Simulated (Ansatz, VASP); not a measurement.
# Cross-check of TaTi (Ti-Ta-Ta-Ti stack, (111) layers) between VASP and Ansatz

Wanted: the spread between two codes on one cell, functional and k mesh. The cell is taken from a series of runs on this material, whose earlier steps may have relaxed, scaled, displaced or heated it; both programs get it as it stands.

Calculated with Ansatz 0.2.0; plane waves, with VASP 6.6.1 beside it; PBEsol.

## Step 1: The structure

The cell holds 4 atoms: 2 Ti and 2 Ta. Its edges and angles: a = 2.949 Å, b = 2.949 Å, c = 18.223 Å, α = 90.0°, β = 90.0°, γ = 120.0°. It derives from TaTi. Vacuum lies along c.

## Step 2: Ansatz: single point, PBEsol

Ansatz runs on its PAW soft_1 files.

With cell and atoms fixed, the geometry can't cause a difference; cores, projectors, grids and the points listed under the comparison can.

input.yaml reads:

```yaml
crystal:
  lattice:
    - [2.94887, 0.0, 0.0]
    - [-1.47444, 2.5538, 0.0]
    - [0.0, 0.0, 18.22324]
  atoms:
    - { symbol: Ti, position: [0.0, 0.0, 0.30181244] }
    - { symbol: Ta, position: [0.33333333, 0.66666667, 0.43393748] }
    - { symbol: Ta, position: [0.66666667, 0.33333333, 0.56606252] }
    - { symbol: Ti, position: [0.0, 0.0, 0.69818756] }
  periodic: [true, true, false]
kpoints:
  mp_grid: { grid: [9, 9, 1] }
hamiltonian:
  xc: pbesol
  pseudopotentials: { kind: paw, azcp: { folder: soft_1 }, xc_functional: pbe }
scf:
  occupations: { method: gaussian, width: 0.1 }
output:
  forces: true
  stress: true
  eigenvalues: true
```

Command:

```console
$ ansatz run input.yaml --threads 4 --pin off --max-ram 12288MiB --backend cpu --events-out ev --progress --plain --runs-dir out
```

Numbers of over 12 decimals in the logs are rounded to 6 here.

What it wrote:

```text
Warning: crystal.periodic: the lattice vector that does not repeat stood 0.000° off the slab's normal, 18.223 Å along it as the deck builds it. The run solves the slab on a vector along the normal, 38.246 Å long, with every atom where it was (on the deck's vector they left 11.00 Å outside them, and the widest stretch free of ions among them is 2.41 Å). A fractional position that the run reports is one of the run's ce [...]
crystal.periodic: the lattice vector that does not repeat stood 0.000° off the slab's normal, 18.223 Å along it as the deck builds it. The run solves the slab on a vector along the normal, 38.246 Å long, with every atom where it was (on the deck's vector they left 11.00 Å outside them, and the widest stretch free of ions among them is 2.41 Å). A fractional position that the run reports is one of the run's cell, which [...]
Engine: ansatz 0.2.0, aarch64-unknown-linux-gnu
Pseudopotentials: kind: paw
Pseudopotential: Ti, paw, valence charge 12, recommended cutoff 420 eV (normal), soft_1/Ti.paw.azcp
Pseudopotential: Ta, paw, valence charge 13, recommended cutoff 420 eV (normal), soft_1/Ta.paw.azcp
Functional definition: PBEsol
  exchange = pbesol_x
  correlation = pbesol_c
Crystal: 4 atoms, lattice volume = 288.028 Å³
Basis set: ecut = 420 eV, 5563 PW (Γ), exchange–correlation on 40×40×512 points (8 copies of the dense FFT grid, shifted against one another)
Bands: 30, of which v1, the nominal top of the filled ones, is band 25 counted from 1 (24 counted from 0)
Symmetry: 12 space group operations
Space group: P-3m1 (ITA 164), of the structure as read, at distance tolerance 6.6e-5 Å
k-points: 12 of 81
Non-local potential: Ti, projectors of the file, l = 0: 3, l = 1: 2, l = 2: 3, l = 3: 1
Non-local potential: Ta, projectors of the file, l = 0: 3, l = 1: 2, l = 2: 2, l = 3: 1
PAW form: soft (Blöchl's): semilocal exchange-correlation on the pseudo side does not see the compensation charge
PAW frozen core: Ti, regenerated for the run's functional, and the local potential with it (the file was generated under x = pbe(κ = 0.804, μ = 0.219515), c = pbe(β = 0.066725))
PAW frozen core: Ta, regenerated for the run's functional, and the local potential with it (the file was generated under x = pbe(κ = 0.804, μ = 0.219515), c = pbe(β = 0.066725))
PAW one-centre angular grid: Ti, 590 points (default); XC on 64 Gauss nodes
PAW one-centre angular grid: Ta, 590 points (default); XC on 64 Gauss nodes
Initial density: superposition of atomic densities (neutral atoms: chi_scale 0, normalization atom)
Initial wavefunctions: pseudopotential atomic-orbital guess
Functional: x = pbesol(κ = 0.804, μ = 0.123457), c = pbesol(β = 0.046)
SCF iter   1: F=—  HF=-24562.430639 eV  |F-HF|=—  |Δ(HF+E_count)|=         —  Δρ=3.65e-2  dr2=3.55e1  ethr=3.10e-3  ⟨swp⟩=12.7  Hψ=2525  notcnv=0
preconditioner: auto → LDOS  [metal: Δε(μ)=0.029 eV  Ē_g=3.203 eV  σ=0.100 eV  W_gap=0.16  n_scr=24 (ndim 8)  ℏωp=9.3 eV  f_vac=0.682  D(μ)=6.29/eV (n_scr^D=24)  β→1.0]
SCF iter   2: F=—  HF=-24560.242105 eV  |F-HF|=—  |Δ(HF+E_count)|=    2.19e0  Δρ=2.22e-2  dr2=1.01e1  ethr=3.10e-3  ⟨swp⟩=6.7  Hψ=1106  notcnv=0
SCF iter   3: F=—  HF=-24559.961611 eV  |F-HF|=—  |Δ(HF+E_count)|=   2.80e-1  Δρ=6.18e-3  dr2=1.56e0  ethr=3.10e-3  ⟨swp⟩=4.6  Hψ=813  notcnv=0  defer=2
SCF iter   4: F=—  HF=-24559.920072 eV  |F-HF|=—  |Δ(HF+E_count)|=   4.15e-2  Δρ=1.72e-3  dr2=3.53e-2  ethr=3.10e-3  ⟨swp⟩=1.6  Hψ=475  notcnv=0  defer=2
SCF iter   5: F=—  HF=-24559.918216 eV  |F-HF|=—  |Δ(HF+E_count)|=   1.86e-3  Δρ=1.26e-3  dr2=5.56e-2  ethr=7.06e-5  ⟨swp⟩=4.1  Hψ=789  notcnv=0  defer=2
SCF iter   6: F=—  HF=-24559.916947 eV  |F-HF|=—  |Δ(HF+E_count)|=   1.27e-3  Δρ=5.58e-4  dr2=1.26e-2  ethr=7.06e-5  ⟨swp⟩=1.7  Hψ=421  notcnv=0
SCF iter   7: F=—  HF=-24559.916821 eV  |F-HF|=—  |Δ(HF+E_count)|=   1.26e-4  Δρ=1.06e-4  dr2=1.32e-4  ethr=2.53e-5  ⟨swp⟩=2.1  Hψ=491  notcnv=0
SCF iter   8: F=—  HF=-24559.916829 eV  |F-HF|=—  |Δ(HF+E_count)|=   7.95e-6  Δρ=5.48e-5  dr2=7.52e-5  ethr=2.63e-7  ⟨swp⟩=4.4  Hψ=905  notcnv=0
SCF iter   9: F=—  HF=-24559.917046 eV  |F-HF|=—  |Δ(HF+E_count)|=   2.17e-4  Δρ=4.06e-5  dr2=1.78e-5  ethr=1.50e-7  ⟨swp⟩=3.5  Hψ=668  notcnv=0
SCF iter  10: F=—  HF=-24559.917044 eV  |F-HF|=—  |Δ(HF+E_count)|=   1.16e-6  Δρ=1.42e-5  dr2=2.40e-6  ethr=3.57e-8  ⟨swp⟩=3.0  Hψ=559  notcnv=0
SCF iter  11: F=-24559.917044 eV  HF=-24559.917044 eV  |F-HF|=3.96e-8  |Δ(HF+E_count)|=   1.33e-9  Δρ=2.39e-6  dr2=6.26e-8  ethr=2.00e-10  ⟨swp⟩=11.6  Hψ=2771  notcnv=0
SCF 1 converged in 11 iterations: F = -24559.917044 eV  dr2 = 6.26e-8
  greatest PAW one-centre occupation: 0.999 electrons in one spin orbital (limit 2), on the Ta atom at site 2 (counted from 0), in its partial waves of l = 0
SCF converged after 11 iterations
Free energy (F): -24559.917044 eV
Harris-Foulkes:  -24559.917044 eV  (|F-HF|=3.96e-8)
Internal energy: -24559.871529 eV  (E = F + TS)
E sigma→0 (E₀):  -24559.894287 eV
Entropy (-TS):   -0.045515 eV (-11.379 meV/atom)
Fermi energy:    -4.442462 eV
--- Per-component energies (eV) ---
  E_band       = -1559.668508
  E_kinetic    = 1342.772696
  E_local      = -197144.508242  (includes V_loc(G=0)·N_el)
  E_nonlocal   = 107.108171
  E_hartree    = 97721.627104
  E_xc         = -863.760312
  E_vxc        = -751.101249  (∫ρ·V_xc dr)
  E_paw        = -18397.039987  (= ΣΔE_a)
  E_vpaw       = -557.106128  (= ΣTr[D̂ρ^β])
  E_aug_tail   = 0.000030  (compensation charges beyond the density's cutoff)
  E_ewald      = 92673.222816
  E_core_change = 0.706195  (= ΣΔE_core)
  E_smearing   = -0.045515  (= −TS)
  E_closure    = 0.000000  (closes the sum)
  Σ components = -24559.917044   (vs F -24559.917044, Δ=0.00e0)
--- Forces (eV/Å), atoms counted from 1 ---
  atom   1  Ti     0.00000000     0.00000000     0.67428375
  atom   2  Ta    -0.00000000    -0.00000000    -0.75071874
  atom   3  Ta     0.00000000     0.00000000     0.75071874
  atom   4  Ti    -0.00000000     0.00000000    -0.67428375
  max |Σ_I F_I| component: 1.11e-16 eV/Å
--- 2D stress c σ (N/m, compression-positive) ---
       -7.206528      -0.000000      -0.000000
       -0.000000      -7.206528       0.000000
        0.000000       0.000000       0.000000
  P = ½ c Tr σ = -7.2065 N/m
--- Band table (eV; the first three rows and the last of 12) ---
  k-point 0: bands = [... 21 lower, -4.6584, -4.4971, -4.2225, -4.0852, -4.0852, -3.9978, -3.8435, -3.8435, ... 1 higher]
  k-point 1: bands = [... 21 lower, -4.9473, -4.7526, -4.6009, -4.1174, -4.0692, -3.9231, -3.8663, -3.7298, ... 1 higher]
  k-point 2: bands = [... 21 lower, -5.4868, -5.3095, -4.9338, -4.4486, -4.3906, -4.0994, -3.8126, -3.3402, ... 1 higher]
  k-point 11: bands = [... 21 lower, -5.8594, -5.6166, -4.8190, -4.8190, -4.3856, -4.3856, -4.2476, -4.2476, ... 1 higher]
```

The column dr2 measures how far the density is from self-consistency, as an energy; F and HF (Harris–Foulkes) agree once it is small.

## Step 3: VASP: single point, PBEsol

The same cell, functional, mesh and smearing now go to VASP, with its own data sets.

Lines of VASP's logs that name or quote its potential files are left out, and so is its time.

INCAR reads:

```
SYSTEM = TaTi
PREC = Accurate
ENCUT = 400
EDIFF = 1E-06
NELM = 120
ISMEAR = 0
SIGMA = 0.1
LREAL = .FALSE.
ALGO = Normal
GGA = PS
NBANDS = 29
LASPH = .TRUE.
LORBIT = 11
LWAVE = .FALSE.
LCHARG = .FALSE.
ISIF = 2
LDIPOL = .TRUE.
IDIPOL = 3
DIPOL = 0.5 0.5 0.5
LVHAR = .TRUE.
GGA_COMPAT = .FALSE.
NELMDL = -8
```

POSCAR reads:

```
TaTi
1.0
    2.9488700000      0.0000000000      0.0000000000
   -1.4744400000      2.5538000000      0.0000000000
    0.0000000000      0.0000000000     18.2232400000
Ti Ta
2 2
Direct
    0.0000000000      0.0000000000      0.3018124400
    0.0000000000      0.0000000000      0.6981875600
    0.3333333333      0.6666666667      0.4339374800
    0.6666666667      0.3333333333      0.5660625200
```

KPOINTS reads:

```
Automatic mesh
0
Gamma
9 9 1
0 0 0
```

The projector-augmented-wave data sets are Ti_sv and Ta_pv (PBE family, release 64).

Command:

```console
$ mpirun -np 1 vasp_std
```

What it wrote:

```text
[banner, memory and clock lines left out]
running    1 mpi-ranks, on    1 nodes
 distrk:  each k-point on    1 cores,    1 groups
 distr:  one band on    1 cores,    1 groups

 POSCAR found type information on POSCAR TiTa
 POSCAR found :  2 types and       4 ions
|                                                                             |
|               ----> ADVICE to this user running VASP <----                  |
|                                                                             |
|     You enforced a specific xc type in the INCAR file but a different       |
|     [... a line on the potential file left out ...]
|     I HOPE YOU KNOW WHAT YOU ARE DOING!                                     |
|                                                                             |

 LDA part: xc-table for (Slater+PW92), standard interpolation
 POSCAR, INCAR and KPOINTS ok, starting setup
 FFT: planning ... GRIDC
 FFT: planning ... GRID_SOFT
 FFT: planning ... GRID
 WAVECAR not read
 entering main loop
       N       E                     dE             d eps       ncg     rms          rms(c)
DAV:   1     0.458678654432E+03    0.45868E+03   -0.22924E+04   784   0.136E+03
DAV:   2     0.496873211303E+01   -0.45371E+03   -0.44362E+03   744   0.449E+02
DAV:   3    -0.395044992961E+02   -0.44473E+02   -0.42594E+02  1176   0.117E+02
DAV:   4    -0.449946244588E+02   -0.54901E+01   -0.54034E+01  1072   0.331E+01
DAV:   5    -0.454818288147E+02   -0.48720E+00   -0.48332E+00  1059   0.810E+00
DAV:   6    -0.454957115670E+02   -0.13883E-01   -0.13644E-01  1022   0.156E+00
DAV:   7    -0.454962814440E+02   -0.56988E-03   -0.56617E-03  1088   0.246E-01
DAV:   8    -0.454963024993E+02   -0.21055E-04   -0.20962E-04  1024   0.341E-02    0.236E+01
DAV:   9    -0.761354509458E+02   -0.30639E+02   -0.33922E+02  1241   0.643E+01    0.345E+01
DAV:  10    -0.390922917166E+02    0.37043E+02   -0.18815E+02  1182   0.510E+01    0.136E+01
DAV:  11    -0.391749511739E+02   -0.82659E-01   -0.28654E+01   929   0.245E+01    0.377E+00
DAV:  12    -0.391108068358E+02    0.64144E-01   -0.28041E+00  1136   0.756E+00    0.203E+00
DAV:  13    -0.391258894573E+02   -0.15083E-01   -0.12227E-01   889   0.175E+00    0.214E+00
DAV:  14    -0.391171348166E+02    0.87546E-02   -0.17540E-02  1054   0.705E-01    0.214E+00
[...]
DAV:  20    -0.390783259395E+02    0.12418E-02   -0.70663E-03   996   0.517E-01    0.245E-01
DAV:  21    -0.390789122755E+02   -0.58634E-03   -0.73970E-03   841   0.506E-01    0.249E-01
DAV:  22    -0.390792727309E+02   -0.36046E-03   -0.71359E-04  1070   0.129E-01    0.313E-01
DAV:  23    -0.390789542193E+02    0.31851E-03   -0.11001E-03   779   0.239E-01    0.900E-02
DAV:  24    -0.390789339628E+02    0.20256E-04   -0.24354E-04  1027   0.725E-02    0.717E-02
DAV:  25    -0.390789340636E+02   -0.10072E-06   -0.62390E-05   873   0.473E-02    0.336E-02
DAV:  26    -0.390789313720E+02    0.26915E-05   -0.33563E-05   873   0.397E-02    0.352E-03
DAV:  27    -0.390789304639E+02    0.90817E-06   -0.31183E-06   716   0.104E-02
   1 F= -.39078930E+02 E0= -.39056255E+02  d E =-.453514E-01
```

From OUTCAR (step 3):

```text
ion  position               nearest neighbor table
   1  0.000  0.000  0.302-   3 2.95   3 2.95   3 2.95
   2  0.000  0.000  0.698-   4 2.95   4 2.95   4 2.95
   3  0.333  0.667  0.434-   4 2.95   1 2.95   1 2.95   4 2.95   4 2.95   1 2.95
   4  0.667  0.333  0.566-   3 2.95   2 2.95   2 2.95   3 2.95   3 2.95   2 2.95

  LATTYP: Found a hexagonal cell.
 ALAT       =     2.9488700000
 C/A-ratio  =     6.1797366449

 Subroutine GETGRP returns: Found 12 space group operations
 (whereof 12 operations were pure point group operations)

The static configuration has the point symmetry D_3d.

 Found     12 irreducible k-points:

   k-points           NKPTS =     12   k-points in BZ     NKDIM =     12   number of bands    NBANDS=     29

   dimension x,y,z NGX =    20 NGY =   20 NGZ =  120
   dimension x,y,z NGXF=    40 NGYF=   40 NGZF=  240

   ENCUT  =  400.0 eV  29.40 Ry    5.42 a.u.   4.81  4.81 29.72*2*pi/ulx,y,z

   NELECT =      46.0000    total number of electrons

 k-points in reciprocal lattice and weights: Automatic mesh
   0.00000000  0.00000000  0.00000000       0.012
   0.11111111  0.00000000  0.00000000       0.074
   0.22222222  0.00000000  0.00000000       0.074
   0.33333333 -0.00000000  0.00000000       0.074
   0.44444444  0.00000000  0.00000000       0.074
   0.11111111  0.11111111  0.00000000       0.074
   0.22222222  0.11111111  0.00000000       0.148
   0.33333333  0.11111111  0.00000000       0.148
   0.44444444  0.11111111  0.00000000       0.074
   0.22222222  0.22222222  0.00000000       0.074
   0.33333333  0.22222222  0.00000000       0.148
   0.33333333  0.33333333  0.00000000       0.025

 dipolmoment           0.000000      0.000000     -0.000000 electrons x Angstroem

 average (electrostatic) potential at core
       1 -79.0644       2 -79.0644       3 -40.4509       4 -40.4509

 E-fermi :   1.6838

 k-point     1 :       0.0000    0.0000    0.0000
  band No.  band energies     occupation
    ...
     17      -2.3229      2.00000
     18      -2.3195      2.00000
     19       1.2405      2.00000
     20       1.4719      1.99727
     21       1.6300      1.55325
     22       1.8992      0.00232
     23       2.0397      0.00000
     24       2.0398      0.00000
     25       2.1291      0.00000
     26       2.2808      0.00000
    ...

 k-point     2 :       0.1111    0.0000    0.0000
  band No.  band energies     occupation
    ...
     18      -1.9644      2.00000
     19       1.0094      2.00000
     20       1.1811      2.00000
     21       1.3747      1.99999
     22       1.5268      1.97354
     23       2.0059      0.00001
     24       2.0549      0.00000
     25       2.2016      0.00000
     26       2.2579      0.00000
     27       2.3951      0.00000
    ...

 k-point     3 :       0.2222    0.0000    0.0000
  band No.  band energies     occupation
    ...
     19       0.2125      2.00000
     20       0.6409      2.00000
     21       0.8185      2.00000
     22       1.1934      2.00000
     23       1.6774      1.07119
     24       1.7359      0.46118
     25       2.0256      0.00000
     26       2.3110      0.00000
     27       2.7825      0.00000
     28       2.9074      0.00000
    ...

  Total       -3.5963071     -3.5963175     -3.2453622      0.0000070      0.0000000     -0.0000000
  in kB      -41.9854926    -41.9856132    -37.8883463      0.0000822      0.0000000     -0.0000000
  external PRESSURE =     -40.6198174 kB  Pullay stress =       0.0000000 kB

  energy-cutoff  :      400.00
  volume of cell :      137.24
      direct lattice vectors                 reciprocal lattice vectors
     2.948870000  0.000000000  0.000000000     0.339112948  0.195787335  0.000000000
    -1.474440000  2.553800000  0.000000000     0.000000000  0.391573342  0.000000000
     0.000000000  0.000000000 18.223240000     0.000000000  0.000000000  0.054874984

 POSITION                                       TOTAL-FORCE (eV/Angst)
 -----------------------------------------------------------------------------------
      0.00000      0.00000      5.50000         0.000000      0.000000      0.671043
      0.00000      0.00000     12.72324        -0.000000     -0.000000     -0.671043
     -0.00000      1.70253      7.90775         0.000000      0.000000     -0.753991
      1.47443      0.85127     10.31549        -0.000000      0.000000      0.753991
 -----------------------------------------------------------------------------------
    total drift:                               -0.000000      0.000000     -0.000000

  FREE ENERGIE OF THE ION-ELECTRON SYSTEM (eV)
  ---------------------------------------------------
  free  energy   TOTEN  =       -39.0789304639 eV

  energy  without entropy=      -39.0335790553  energy(sigma->0) =      -39.05625476

 vacuum level on the upper side and lower side of the slab         6.118         6.118

 total charge
# of ion       s       p       d       tot
------------------------------------------
    1        2.240   6.070   1.881  10.191
    2        2.240   6.070   1.881  10.191
    3        0.381   6.178   2.304   8.863
    4        0.381   6.178   2.304   8.863
--------------------------------------------------
tot          5.242  24.496   8.370  38.108

[... 3 further parts left out ...]
```

The run ends at a pressure of -4.06 GPa, with forces up to 0.75 eV/Å.

## Step 4: Comparison

Known differences besides the potentials themselves: Ansatz cuts the interaction across the vacuum, VASP repeats the sheet with a dipole correction (LDIPOL); the data sets hold 50 valence electrons in Ansatz (on its PAW soft_1 files) and 46 in VASP; the cutoff is 420 eV in Ansatz and 400 eV in VASP; Ansatz makes its cores anew for this functional, VASP keeps those of its PBE data sets. Total energies have different zeros and are not compared.

Forces (eV/Å; atoms numbered as in POSCAR):

| atom | Ansatz x, y, z | VASP x, y, z |
| --- | --- | --- |
| Ti1 | 0.000, 0.000, 0.674 | 0.000, 0.000, 0.671 |
| Ti2 | 0.000, 0.000, -0.674 | 0.000, 0.000, -0.671 |
| Ta3 | 0.000, 0.000, -0.751 | 0.000, 0.000, -0.754 |
| Ta4 | 0.000, 0.000, 0.751 | 0.000, 0.000, 0.754 |

The forces differ by 1.9 meV/Å r.m.s., which is 0.5 % of the r.m.s. force of 0.412 eV/Å (both taken over all components). Where the cell holds vacuum, a pressure given here is an average over it and none of the material.

## Step 5: Outcome

| Quantity | Value |
| --- | --- |
| r.m.s. force difference (single point, PBEsol) | 0.46 % of the r.m.s. force |

**Reading.** The r.m.s. force difference is 0.46 % of the r.m.s. force (single point, PBEsol), within the 3 % picked in this series as the mark of a large difference. The data sets hold unlike numbers of valence electrons (50 in Ansatz and 46 in VASP), so part of the differences may come from the potentials. Such differences can come from data sets, numerical settings and the points named under the comparisons, not from the functional's error against experiment.

[Lines on the potential files, build, host, timing and source positions are cut from VASP's logs without a mark.]

[Logs are printed without paths, hosts, clocks, repeated set-up lines and the standing remarks that a program may print on its own settings, such as how far it seeks lower states.]

[Hosts, paths, dates, database ids (printed as entryN), source tags and the programs' standing remarks are cut or masked in the printed files.]
